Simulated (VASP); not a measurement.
# From the centred to the polar structure of AlN

Wanted: polarisation and energy of AlN along a straight path from a centred structure to the polar one.

Calculated with VASP 6.6.1; LDA; plane waves and PAW (Al, N), in the first sound run; inputs show where later runs differ.

This is a report of a sequence of runs, with most program output left out.

## (1) The structure

It takes space group P6_3mc (No. 186, hexagonal). Conventional cell: a = 3.112 Å, b = 3.112 Å, c = 4.982 Å, α = 90.00°, β = 90.00°, γ = 120.00°. Al has 4 N at 1.89 to 1.90 Å nearest. N has 4 Al at 1.89 to 1.90 Å nearest. Farther neighbours and most contacts between anions are not listed.

## (2) Relax the crystal, LDA

The polar end is relaxed first.

This step took 2 runs in a row; the last is shown.

Level: LDA; plane waves and PAW (Al, N).

The input, INCAR:

```
SYSTEM = AlN
PREC = Accurate
ENCUT = 520
EDIFF = 1E-07
NELM = 120
ISMEAR = 0
SIGMA = 0.02
LREAL = .FALSE.
ALGO = Normal
GGA = CA
NBANDS = 14
LASPH = .TRUE.
LORBIT = 11
LWAVE = .FALSE.
LCHARG = .FALSE.
KPAR = 8
IBRION = 2
NSW = 80
ISIF = 3
EDIFFG = -0.005
POTIM = 0.4
```

The input, POSCAR:

```
AlN
1.0
    3.0918229846      0.0000000000      0.0000000000
   -1.5459114923      2.6775972491      0.0000000000
    0.0000000000      0.0000000000      4.9495427074
Al N
2 2
Direct
    0.3333333333      0.6666666667      0.0000703762
    0.6666666667      0.3333333333      0.5000703762
    0.3333333333      0.6666666667      0.3819296238
    0.6666666667      0.3333333333      0.8819296238
```

The input, KPOINTS:

```
Automatic mesh
0
Gamma
10 10 6
0 0 0
```

Potentials, in the order of the species: Al and N (LDA family, release 64).

On the command line:

```console
> mpirun -np 8 vasp_std
```

Wall time 5.8 s (8 MPI ranks of Intel Xeon Platinum 8488C (Sapphire Rapids), shared host); peak memory 1.3 GiB; 41 s of CPU time.

Read from the output:

| Item | Value |
| --- | --- |
| energy(sigma→0) of the program | -32.8414 eV |
| stress, compression positive | xx, yy, zz -0.05, -0.05, -0.05 GPa |
| volume | 40.976 Å³ |
| ionic steps | 1 |

## (3) Berry phase, LDA

The centred structure lies half way between the polar one and its mirror or inverted image (space group 194 within 0.02 Å; largest move 0.30 Å). One point of the path in full, at 0.1 of the distortion.

Level: LDA; plane waves and PAW (Al, N).

The input, INCAR:

```
SYSTEM = AlN
PREC = Accurate
ENCUT = 520
EDIFF = 1E-07
NELM = 100
ISMEAR = 0
SIGMA = 0.02
LREAL = .FALSE.
ALGO = Normal
GGA = CA
NBANDS = 14
LASPH = .TRUE.
LWAVE = .FALSE.
LCHARG = .FALSE.
LCALCPOL = .TRUE.
DIPOL = 0.123 0.137 0.119
ISIF = 2
```

The input, POSCAR:

```
AlN
1.0
    3.0918229846      0.0000000000      0.0000000000
   -1.5459114923      2.6775972491      0.0000000000
    0.0000000000      0.0000000000      4.9495427074
Al N
2 2
Direct
    0.3333333330      0.6666666670      0.9460070380
    0.6666666670      0.3333333330      0.4460070380
    0.3333333330      0.6666666670      0.4341929620
    0.6666666670      0.3333333330      0.9341929620
```

The input, KPOINTS:

```
Automatic mesh
0
Gamma
11 11 8
0 0 0
```

On the command line:

```console
> mpirun -np 2 vasp_std
```

Elapsed: 52 s, on 2 MPI ranks; peak memory 0.39 GiB.

This run gave:

| Quantity | Value |
| --- | --- |
| energy(sigma→0) of the program | -31.7710 eV |
| stress, compression positive | xx, yy, zz 19.82, 19.82, -13.49 GPa |

The run ends at a pressure of 8.72 GPa, with forces up to 0.37 eV/Å.

## (4) The whole series

The other members went through these steps as far as the tables show, at the cell of the polar end; 11 runs are not shown. The session took 0.36 core hours (wall time by ranks) on a shared machine.

The Berry phase fixes the polarisation only up to a quantum, here 194 µC/cm², so branches are joined from point to point; the sign is set positive along the polar axis, and energies count from the end point of the series.

```csv
fraction of the polar distortion,"polarisation, branches joined (µC/cm²)",energy above the polar end (meV/f.u.),gap on the mesh (eV)
0,0.00,546.06,2.89
0.10,14.65,535.20,2.91
0.20,29.19,503.30,2.99
0.30,43.54,452.35,3.11
0.40,57.63,385.66,3.26
0.50,71.40,307.78,3.44
0.60,84.85,224.54,3.63
0.70,97.97,142.98,3.83
0.80,110.78,71.50,4.02
0.90,123.33,?,4.21
1,135.64,0.00,4.40
```

## (5) A double well from the known rows

Fitting a parabola to the 10 known rows (u: square of the distortion) gives E = 542.4 u² − 1088 u + 546.0 in meV/f.u.; the residuals are 0.061 meV/f.u. r.m.s.

At u = 0.81 this predicts 20.25 meV/f.u.

## (6) Prediction against calculation

The calculation gives 19.96 meV/f.u., so the prediction is 0.29 meV/f.u. too high, more than twice the residual of the fit.

## (7) Results

```
polarisation at the last point  : 135.6 µC/cm²
energy of the centred structure : 546 meV/f.u.
highest point of the path       : 546 meV/f.u.
error of the predicted energy   : 0.29 meV/f.u.
```

What this shows: The largest step between points is 14.6 µC/cm², well under half the quantum, so the joining is safe. The polarisation departs from a straight line by up to 3.6 µC/cm². The smallest gap on the mesh along the path is 2.89 eV. The value belongs to this centred reference; where a crystal has several, another path can give another value. A straight path at a fixed cell bounds the barrier of uniform switching from above; where films switch at all, they do so at domain walls.

[Lines on the potential files, build, host, timing and source positions are cut from VASP's logs without a mark.]

[Logs are printed without paths, hosts, clocks, repeated set-up lines and the standing remarks that a program may print on its own settings, such as how far it seeks lower states.]

[Hosts, paths, dates, database ids (printed as entryN), source tags and the programs' standing remarks are cut or masked in the printed files.]
